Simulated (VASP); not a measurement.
Method: PBE GGA, VASP's PBE PAW potentials (set 64) (plane waves; VASP).

Input for VASP

**KPOINTS**
```
Automatic
0
G
7 7 7
0 0 0
```

INCAR:
```
SYSTEM = CdSe
PREC = Accurate
ENCUT = 400
EDIFF = 1E-6
NELM = 100
ALGO = Normal
LREAL = .FALSE.
LASPH = .TRUE.
ISMEAR = 0
SIGMA = 0.05
GGA = PE
LMAXMIX = 4
LWAVE = .FALSE.
LCHARG = .FALSE.
ISIF = 2
AMIX = 1.0
BMIX = 0.0001
IMIX = 4
```

**POSCAR**
```
CdSe
1
    0.0000000000     3.0250000000     3.0250000000
    3.0250000000     0.0000000000     3.0250000000
    3.0250000000     3.0250000000     0.0000000000
Cd Se
1 1
Direct
  0.0000000000   0.0000000000   0.0000000000
  0.2500000000   0.2500000000   0.2500000000
```

POTCAR, in this order: Cd Se (PBE.64 set). Program: vasp_std.

The resulting files:

OSZICAR:
```
       N       E                     dE             d eps       ncg     rms          rms(c)
DAV:   1     0.954041317339E+02    0.95404E+02   -0.79498E+03   528   0.101E+03
DAV:   2    -0.206834272667E+01   -0.97472E+02   -0.93784E+02   595   0.272E+02
DAV:   3    -0.579902872669E+01   -0.37307E+01   -0.37233E+01   590   0.559E+01
DAV:   4    -0.581681011434E+01   -0.17781E-01   -0.17780E-01   610   0.376E+00
DAV:   5    -0.581691485747E+01   -0.10474E-03   -0.10474E-03   575   0.259E-01    0.679E+00
DAV:   6    -0.607089832287E+01   -0.25398E+00   -0.60591E+00   677   0.323E+01    0.808E+00
DAV:   7    -0.542598348285E+01    0.64491E+00   -0.21566E+00   555   0.218E+01    0.277E+00
DAV:   8    -0.545160967806E+01   -0.25626E-01   -0.26478E-01   525   0.426E+00    0.137E+00
DAV:   9    -0.544270166682E+01    0.89080E-02   -0.33179E-02   555   0.222E+00    0.237E-01
DAV:  10    -0.544254559858E+01    0.15607E-03   -0.41852E-03   530   0.990E-01    0.190E-01
DAV:  11    -0.544242979777E+01    0.11580E-03   -0.63710E-04   575   0.423E-01    0.278E-02
DAV:  12    -0.544243353416E+01   -0.37364E-05   -0.28226E-05   555   0.401E-02    0.116E-02
DAV:  13    -0.544243224057E+01    0.12936E-05   -0.30596E-06   555   0.194E-02    0.158E-03
DAV:  14    -0.544243214256E+01    0.98017E-07   -0.23884E-07   280   0.588E-03
   1 F= -.54424321E+01 E0= -.54424321E+01  d E =-.146138E-14
```

OUTCAR:
```
------------------------ aborting loop because EDIFF is reached ----------------------------------------
  FORCE on cell =-STRESS in cart. coord.  units (eV):
  Direction    XX          YY          ZZ          XY          YZ          ZX
  --------------------------------------------------------------------------------------
  Total        1.2907661      1.2907661      1.2907661     -0.0000000     -0.0000000     -0.0000000
  in kB       37.3552801     37.3552801     37.3552801     -0.0000000     -0.0000000     -0.0000000
  external PRESSURE =      37.3552801 kB  Pullay stress =       0.0000000 kB
  volume of cell :       55.36
      direct lattice vectors                 reciprocal lattice vectors
     0.000000000  3.025000000  3.025000000    -0.165289256  0.165289256  0.165289256
     3.025000000  0.000000000  3.025000000     0.165289256 -0.165289256  0.165289256
     3.025000000  3.025000000  0.000000000     0.165289256  0.165289256 -0.165289256
  FREE ENERGIE OF THE ION-ELECTRON SYSTEM (eV)
  ---------------------------------------------------
  free  energy   TOTEN  =        -5.4424321426 eV

  energy  without entropy=       -5.4424321426  energy(sigma->0) =       -5.44243214
```
(Selected blocks of OUTCAR.)

The compound is CdSe in the zinc blende structure, whereas wurtzite is the usual form. The cell was not relaxed at this level. The run is one of a series of settings (AMIX = 1.0, BMIX = 0.0001, IMIX = 4 against the base run), some of them coarse on purpose.
